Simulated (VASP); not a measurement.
Write the native input for VASP 6.6.1 that does the following.

```yaml
Task: single point
Functional: LDA
Potentials_or_basis: VASP PAW LDA potentials, release 64 (Ti_sv, Al)
Cutoff: 520 eV
k_mesh: 21 × 21 × 10
Occupations: gaussian, width 0.15 eV
Spin: no spin polarisation
Dipole_correction: no
Further_INCAR_settings: ALGO = Fast; EDIFF = 1e-06; NBANDS = 14
```

The structure of TiAl lies in POSCAR:

```
TiAl
1.0
    2.9532800997      0.0000000000      0.0000000000
   -1.4766400498      2.5576155908      0.0000000000
    0.0000000000      0.0000000000      4.5377405100
Ti Al
1 1
Direct
    0.0000000000      0.0000000000      0.0000000000
    0.3333333333      0.6666666667      0.5000000000
```

The cell comes from a database or a generator and needn't be the stable form of this composition.

The cell isn't the ideal one: strain +0.030 along x and y, -0.030 along z, atoms carried along.

The input as run:

INCAR

```
SYSTEM = TiAl
PREC = Accurate
ENCUT = 520
EDIFF = 1E-6
ISMEAR = 0
SIGMA = 0.15
LREAL = .False.
LASPH = .True.
NELM = 100
ALGO = Fast
ISIF = 2
LWAVE = .False.
LCHARG = .False.
GGA = CA
NBANDS = 14
```

KPOINTS

```
Automatic mesh
0
Gamma
  21 21 10
  0 0 0
```

Potentials or basis: VASP PAW LDA potentials, release 64 (Ti_sv, Al).

Launch:

```sh
$ cat potpaw_LDA.64/Ti_sv/POTCAR potpaw_LDA.64/Al/POTCAR > POTCAR
$ mpirun -np 1 vasp_std > vasp.out
```

Results of the run:

```json
{
 "Pressure": "-7.7 GPa",
 "Band gap on the k mesh": "none (metal or under the smearing width)"
}
```

It took 2.4 min on 1 thread of Intel(R) Xeon(R) Platinum 8488C (Sapphire Rapids), with other jobs on the host, peak memory 0.25 GiB.
